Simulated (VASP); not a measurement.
```
CELL_PARAMETERS angstrom
      4.41053     0.00000     0.00000
      0.00000     4.41053     0.00000
      0.00000     0.00000     2.90827
ATOMIC_POSITIONS crystal
  Cr 0.00000 0.00000 0.00000
  Cr 0.50000 0.50000 0.50000
  O  0.30306 0.30306 0.00000
  O  0.80306 0.19694 0.50000
  O  0.19694 0.80306 0.50000
  O  0.69694 0.69694 0.00000
```
Starting moments (μB, in the order of the record's atoms Cr Cr O O O O): 2.1 2.1 -0.1 -0.1 -0.1 -0.1.

Calculation: PBE GGA, VASP's PBE PAW potentials (set 64) (plane waves; VASP). Run with 620 eV cut-off, 7×7×11 Γ-centred mesh, first-order Methfessel-Paxton smearing of 0.10 eV, potentials Cr_pv O.

Task: The ions, cell shape and volume at an external pressure of 10.0 GPa are relaxed. Predict the relaxed structure.

Result: 
```
CELL_PARAMETERS angstrom
      4.37848     0.00000     0.00000
      0.00000     4.37848     0.00000
      0.00000     0.00000     2.89599
ATOMIC_POSITIONS crystal
  Cr 0.00000 0.00000 0.00000
  Cr 0.50000 0.50000 0.50000
  O  0.30259 0.30259 0.00000
  O  0.80259 0.19741 0.50000
  O  0.19741 0.80259 0.50000
  O  0.69741 0.69741 0.00000
```
Space group P4_2/mnm (136), at a tolerance of 0.03 Å. The cell ends with 4.00 μB, on the sites 2.08 2.08 -0.06 -0.06 -0.06 -0.06 μB.

Task: How do energy and volume change from the first to the last step?

Result: The energy (σ→0) changes by +8.3 meV/atom and the volume by -1.9 %, in 5 ionic steps.

```tsv
step	E(σ→0) (eV)	max force (eV/Å)	pressure (GPa)	volume (Å³)
1	-50.3427	0.012	5.07	56.57
2	-50.1825	0.132	17.28	54.23
3	-50.2958	0.062	9.97	55.57
4	-50.2945	0.063	10.09	55.55
5	-50.2932	0.004	10.08	55.52
```

The compound is CrO2 in the rutile structure. This run relaxes it under an external pressure of 10 GPa. Symmetry was kept, so distortions that lower it aren't found.
